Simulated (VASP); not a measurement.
All values below come from TPSS meta-GGA, VASP's PBE PAW potentials (set 64) (plane waves; VASP).

VASP ran on this input.

KPOINTS:
```
Regular mesh
0
G
 12 12 12
0 0 0
```

**POSCAR**
```
As
1.0
  3.6333967913  -1.8626339586  -0.0040034202
  3.6333967913   1.8626339586  -0.0040034202
  2.6819276964   0.0000000000   3.0786775767
As
2
Direct
  0.2273130868   0.2273130868   0.2273130868
  0.7726869132   0.7726869132   0.7726869132
```

**INCAR**
```
# general
SYSTEM  = As
PREC    = Accurate
ENCUT   = 520
LREAL   = .FALSE.
LASPH   = .TRUE.

# electronic loop
EDIFF   = 1E-7
NELM    = 100
ALGO    = Normal
LMAXMIX = 4
LMIXTAU = .TRUE.

# smearing
ISMEAR  = 1
SIGMA   = 0.1

# functional
METAGGA = TPSS

# ions
IBRION  = 2
NSW     = 30
ISIF    = 4
EDIFFG  = -0.01

# output
LWAVE   = .FALSE.
LCHARG  = .FALSE.
```

POTCAR, in this order: As (PBE.64 set). Program: vasp_std.

Output of the run:

### OSZICAR
```
       N       E                     dE             d eps       ncg     rms          rms(c)
DAV:   1     0.157262768760E+02    0.15726E+02   -0.44495E+03  3402   0.966E+02
DAV:   2    -0.239177700671E+02   -0.39644E+02   -0.38490E+02  5035   0.148E+02
DAV:   3    -0.253037478207E+02   -0.13860E+01   -0.13797E+01  4200   0.325E+01
DAV:   4    -0.253121738506E+02   -0.84260E-02   -0.84206E-02  4700   0.258E+00
DAV:   5    -0.253121921294E+02   -0.18279E-04   -0.18277E-04  3989   0.963E-02    0.358E+00
DAV:   6    -0.253407948177E+02   -0.28603E-01   -0.59165E+00  3546   0.302E+01    0.213E+00
DAV:   7    -0.253849890822E+02   -0.44194E-01   -0.83003E-02  4026   0.302E+00    0.141E+00
DAV:   8    -0.251923881697E+02    0.19260E+00   -0.21540E-01  3405   0.672E+00    0.354E-01
DAV:   9    -0.253882661555E+02   -0.19588E+00   -0.18608E-01  3402   0.619E+00    0.166E-01
DAV:  10    -0.253927495856E+02   -0.44834E-02   -0.33678E-03  3546   0.649E-01    0.934E-02
DAV:  11    -0.253903573661E+02    0.23922E-02   -0.12474E-03  3485   0.404E-01    0.929E-02
DAV:  12    -0.253926791975E+02   -0.23218E-02   -0.18259E-03  3406   0.526E-01    0.259E-02
DAV:  13    -0.253926870082E+02   -0.78107E-05   -0.84466E-05  3630   0.948E-02    0.203E-02
DAV:  14    -0.253926972709E+02   -0.10263E-04   -0.98486E-06  3547   0.400E-02    0.168E-02
DAV:  15    -0.253927065494E+02   -0.92785E-05   -0.85509E-06  3775   0.261E-02    0.247E-03
DAV:  16    -0.253927085248E+02   -0.19753E-05   -0.17054E-06  3522   0.188E-02    0.138E-03
DAV:  17    -0.253927083928E+02    0.13195E-06   -0.19546E-07  3439   0.697E-03    0.583E-04
DAV:  18    -0.253927085980E+02   -0.20516E-06   -0.22749E-07  3404   0.758E-03    0.445E-04
DAV:  19    -0.253927085944E+02    0.35479E-08   -0.14233E-08  1712   0.206E-03
   1 F= -.25392709E+02 E0= -.25392695E+02  d E =-.253927E+02
       N       E                     dE             d eps       ncg     rms          rms(c)
DAV:   1    -0.254018231524E+02   -0.91146E-02   -0.58859E-01  3441   0.478E+00    0.188E-01
DAV:   2    -0.254044320807E+02   -0.26089E-02   -0.18371E-02  3849   0.105E+00    0.102E-01
DAV:   3    -0.254044693049E+02   -0.37224E-04   -0.27734E-04  4119   0.144E-01    0.560E-02
DAV:   4    -0.254044644533E+02    0.48516E-05   -0.10034E-04  3782   0.823E-02    0.114E-02
DAV:   5    -0.254044498742E+02    0.14579E-04   -0.33788E-05  3438   0.638E-02    0.466E-03
DAV:   6    -0.254044706903E+02   -0.20816E-04   -0.14479E-05  3415   0.420E-02    0.212E-03
DAV:   7    -0.254044717500E+02   -0.10597E-05   -0.74507E-07  3543   0.851E-03    0.621E-04
DAV:   8    -0.254044717045E+02    0.45536E-07   -0.98153E-08  2352   0.328E-03
   2 F= -.25404472E+02 E0= -.25404491E+02  d E =-.117631E-01
       N       E                     dE             d eps       ncg     rms          rms(c)
DAV:   1    -0.254050898163E+02   -0.61807E-03   -0.13516E-01  3437   0.228E+00    0.903E-02
DAV:   2    -0.254057076268E+02   -0.61781E-03   -0.42162E-03  3844   0.506E-01    0.477E-02
DAV:   3    -0.254057146745E+02   -0.70477E-05   -0.59494E-05  4116   0.680E-02    0.261E-02
DAV:   4    -0.254057113666E+02    0.33079E-05   -0.21919E-05  3778   0.390E-02    0.510E-03
DAV:   5    -0.254057082672E+02    0.30994E-05   -0.77917E-06  3461   0.308E-02    0.226E-03
DAV:   6    -0.254057126353E+02   -0.43681E-05   -0.32024E-06  3413   0.199E-02    0.974E-04
DAV:   7    -0.254057128268E+02   -0.19152E-06   -0.15723E-07  2449   0.399E-03    0.280E-04
DAV:   8    -0.254057127983E+02    0.28521E-07   -0.27164E-08  1710   0.173E-03
   3 F= -.25405713E+02 E0= -.25405757E+02  d E =-.130042E-01
       N       E                     dE             d eps       ncg     rms          rms(c)
DAV:   1    -0.254090913948E+02   -0.33786E-02   -0.11933E-01  3469   0.208E+00    0.162E-01
DAV:   2    -0.254085064101E+02    0.58498E-03   -0.38635E-03  3555   0.453E-01    0.856E-02
DAV:   3    -0.254084347695E+02    0.71641E-04   -0.11305E-03  4401   0.250E-01    0.237E-02
DAV:   4    -0.254084383954E+02   -0.36260E-05   -0.13318E-04  3490   0.102E-01    0.896E-03
DAV:   5    -0.254084309514E+02    0.74440E-05   -0.10425E-04  3419   0.988E-02    0.701E-03
DAV:   6    -0.254084768742E+02   -0.45923E-04   -0.29885E-05  3418   0.457E-02    0.944E-04
DAV:   7    -0.254084770840E+02   -0.20981E-06   -0.76278E-07  3635   0.775E-03    0.748E-04
DAV:   8    -0.254084765154E+02    0.56865E-06   -0.70464E-07  3409   0.937E-03    0.666E-04
DAV:   9    -0.254084771844E+02   -0.66905E-06   -0.43048E-07  3409   0.756E-03    0.134E-04
DAV:  10    -0.254084772082E+02   -0.23730E-07   -0.19266E-08  1708   0.160E-03
   4 F= -.25408477E+02 E0= -.25408485E+02  d E =-.276441E-02
       N       E                     dE             d eps       ncg     rms          rms(c)
DAV:   1    -0.254101003002E+02   -0.16231E-02   -0.11920E-01  3470   0.208E+00    0.162E-01
DAV:   2    -0.254095212132E+02    0.57909E-03   -0.38303E-03  3561   0.451E-01    0.854E-02
DAV:   3    -0.254094523172E+02    0.68896E-04   -0.11193E-03  4413   0.248E-01    0.236E-02
DAV:   4    -0.254094575756E+02   -0.52584E-05   -0.13393E-04  3506   0.102E-01    0.909E-03
DAV:   5    -0.254094496207E+02    0.79549E-05   -0.10391E-04  3415   0.981E-02    0.707E-03
DAV:   6    -0.254094958508E+02   -0.46230E-04   -0.30219E-05  3416   0.457E-02    0.952E-04
DAV:   7    -0.254094960829E+02   -0.23208E-06   -0.79004E-07  3604   0.792E-03    0.753E-04
DAV:   8    -0.254094955396E+02    0.54332E-06   -0.66826E-07  3433   0.918E-03    0.652E-04
DAV:   9    -0.254094961824E+02   -0.64278E-06   -0.41927E-07  3407   0.750E-03    0.136E-04
DAV:  10    -0.254094962078E+02   -0.25404E-07   -0.19362E-08  1711   0.164E-03
   5 F= -.25409496E+02 E0= -.25409498E+02  d E =-.378341E-02
       N       E                     dE             d eps       ncg     rms          rms(c)
DAV:   1    -0.254095018045E+02   -0.56221E-05   -0.44197E-04  3470   0.127E-01    0.989E-03
DAV:   2    -0.254094994990E+02    0.23055E-05   -0.14162E-05  3560   0.274E-02    0.520E-03
DAV:   3    -0.254094991595E+02    0.33946E-06   -0.41080E-06  4405   0.151E-02    0.145E-03
DAV:   4    -0.254094991656E+02   -0.60929E-08   -0.51345E-07  3491   0.639E-03
   6 F= -.25409499E+02 E0= -.25409503E+02  d E =-.378637E-02
```

### OUTCAR
```
------------------------ aborting loop because EDIFF is reached ----------------------------------------
  FORCE on cell =-STRESS in cart. coord.  units (eV):
  Direction    XX          YY          ZZ          XY          YZ          ZX
  --------------------------------------------------------------------------------------
  Total        0.7959521      0.7956728      0.7956994      0.0000000      0.0000000      0.0000861
  in kB       30.5735808     30.5628532     30.5638727      0.0000000      0.0000000      0.0033085
  external PRESSURE =      30.5667689 kB  Pullay stress =       0.0000000 kB
  volume of cell :       41.71
      direct lattice vectors                 reciprocal lattice vectors
     3.547703728 -1.888462115 -0.046058624     0.139417953 -0.264765703 -0.116946812
     3.547703728  1.888462115 -0.046058624     0.139417953  0.264765703 -0.116946812
     2.583041098  0.000000000  3.079368260     0.004170595  0.000000000  0.321243547
 POSITION                                       TOTAL-FORCE (eV/Angst)
 -----------------------------------------------------------------------------------
      2.22717      0.00000      0.68741        -0.009217     -0.000000     -0.002845
      7.45128      0.00000      2.29984         0.009217      0.000000      0.002845
 -----------------------------------------------------------------------------------
    total drift:                                0.000000      0.000000      0.000000
  FREE ENERGIE OF THE ION-ELECTRON SYSTEM (eV)
  ---------------------------------------------------
  free  energy   TOTEN  =       -25.4094991656 eV

  energy  without entropy=      -25.4095091957  energy(sigma->0) =      -25.40950251

 reached required accuracy - stopping structural energy minimisation
```
(Selected blocks of OUTCAR.)

### CONTCAR
```
As
   1.00000000000000
     3.5477037275063945   -1.8884621153883112   -0.0460586238657856
     3.5477037275063945    1.8884621153883112   -0.0460586238657856
     2.5830410982733527    0.0000000000000000    3.0793682598935419
  As
     2
Direct
     0.2301160804327317    0.2301160804327317    0.2301160804597742
     0.7698839195672684    0.7698839195672684    0.7698839195402257
```

The compound is As in the a7 structure. This cell is one point of a volume scan, at 0.94 of the reference volume. Symmetry was kept, so distortions that lower it aren't found.
